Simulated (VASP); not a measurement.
Here is the system:

```xyz
2
Lattice="0.0000 2.7195 2.7195 2.7195 0.0000 2.7195 2.7195 2.7195 0.0000" Properties=species:S:1:pos:R:3 pbc="T T T"
Ga     0.0000     0.0000     0.0000
P      1.3597     1.3597     1.3597
```

Computed with PBEsol GGA, VASP's PBE PAW potentials (set 64) (plane waves; VASP). Numerical set-up: 500 eV cut-off, 8×8×8 Γ-centred mesh, Gaussian smearing of 0.050 eV, potentials Ga_d P.

Task: Predict the energy per atom (σ→0), band gap (on the k-mesh) with the smallest direct gap where there is one.

Result: 
```json
{
  "band gap (on the k-mesh)": "1.50 eV",
  "smallest direct gap (on the k-mesh)": "1.80 eV",
  "energy per atom (σ→0)": "-4.961 eV/atom"
}
```

Only differences to runs with the same potentials and settings are physical.

The compound is GaP in the zinc blende structure. It was relaxed first.
